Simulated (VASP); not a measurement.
**CsPbCl3: stress against strain**

CsPbCl3 (cubic perovskite, Pm-3m, 35.510 Å³/atom and stress up to 0.06 GPa in the relaxed cell, cube axes along x, y and z) under a strain ε along a cube axis (axis z), the other axes held. PBEsol in VASP (plane waves, PAW), 480 eV, 6×6×6 Γ-centred mesh, Gaussian smearing 0.05 eV; ions are relaxed, or left where forces stay under 0.02 eV/Å, within the symmetry of each cell. Stress is positive for a compressed cell.

Here s stands for strain and y for stress zz.

| strain (%) | stress zz (GPa) |
|---|---|
| -1.50 | 0.90 |
| -1.00 | 0.56 |
| -0.50 | 0.24 |
| 0.00 | -0.06 |
| 0.50 | -0.35 |
| 1.00 | -0.62 |
| 1.50 | -0.87 |
| 3.00 | ? |

Taking a straight line for y over the 7 complete rows: Means: s 0, y -0.029. About the means, the sum of products is -4.1300 and the sum of squares of s is 7.0000; the slope is their ratio. Least squares gives y = -0.029 - 0.5900·s. Residuals (row less fit): 0.044, -0.001, -0.026, -0.031, -0.026, -0.001, 0.044; standard error 0.035 (degrees of freedom: 5). The slope gives the elastic constant C11 = 59 ± 1 GPa (± standard error of the fit, which holds the terms cut off).

Q: Predict the withheld y at s = 3.00 from the fit, and compare with the calculation.

A: y = -0.029 - 0.5900 × 3.0 = -1.799 GPa. The calculation gives -1.54 GPa, 0.259 GPa above the prediction (10.6 % of the range of y in the table). The row lies outside the fitted rows, so this is an extrapolation. From the scatter of the fitted rows alone, a prediction at this place has a standard error of 0.055 GPa, so the miss is 4.7 times that.

A polynomial of degree 2 through the 12 other runs of the series gives -1.52 there, so most of the miss is curvature that the fit leaves out. The primitive cell can neither tilt nor turn polar against its symmetry, as such crystals can under strain. Spin-orbit coupling is left out, which can shift these values for the heavy elements here. CsPbCl3 is here the ideal cubic form; the compound distorts at low or room temperature. Rows are the converged runs of the series near zero and its far end, less any whose ions stayed unrelaxed beside relaxed ones; series whose fitted rows scatter by over a few per cent of the range, as at a crossing or softening among them, aren't shown in this form. Most that stay on the fit to the last digits aren't either.
